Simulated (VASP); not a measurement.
Here is the system:

```yaml
crystal:
  lattice:
    - [3.81561, 0.00000, 0.00000]
    - [0.00000, 3.81561, 0.00000]
    - [0.00000, 0.00000, 3.81561]
  atoms:
    - { symbol: Al, position: [0.00000, 0.00000, 0.00000] }
    - { symbol: Pd, position: [0.00000, 0.50000, 0.50000] }
    - { symbol: Pd, position: [0.50000, 0.00000, 0.50000] }
    - { symbol: Pd, position: [0.50000, 0.50000, 0.00000] }
```

Level of theory: LDA (Ceperley-Alder, Perdew-Zunger), VASP's LDA PAW potentials (set 64) (plane waves; VASP). Run with 400 eV cut-off, 9×9×9 Γ-centred mesh, tetrahedra with Blöchl corrections, potentials Al Pd.

Question: What does the run give for the energy per atom (σ→0), band gap (on the k-mesh) with the smallest direct gap where there is one?

Answer: 
band gap (on the k-mesh): none (metal, semimetal or under 0.01 eV)
energy per atom (σ→0): -6.565 eV/atom

The absolute energy has meaning only against runs of the same code, potentials and settings.

The structure comes from a computed database's AlPd3 entry (Pm-3m); how it stands against other phases isn't given here. It was relaxed first. The electron count is odd and the run is not spin-polarised, which forces a metal.
